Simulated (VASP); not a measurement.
Energy against volume of CsBr (CsCl type). Computed with AM05 GGA, VASP's PBE PAW potentials (set 64) (plane waves; VASP). Numerical set-up: 520 eV cut-off, 6×6×6 Γ-centred mesh, Gaussian smearing of 0.050 eV, potentials Cs_sv Br.

| V (Å³/atom) | E (eV/atom) |
|---|---|
| 38.459 | -2.96356 |
| 39.686 | -2.96867 |
| 40.913 | -2.97043 |
| 42.141 | -2.96939 |

Problem. Fit these four points and predict the energy of the run at 43.368 Å³/atom.

Solution. A cubic in V^(−2/3), the third-order Birch-Murnaghan form, passes through the four points with V0 = 41.04 Å³/atom and B0 = 12 GPa, and gives -2.9660 eV/atom there. The run gave -2.9661 eV/atom, -0.1 meV/atom from the fit; all five points give B0 = 12 GPa.

The compound is CsBr in the CsCl type structure. It was relaxed first.
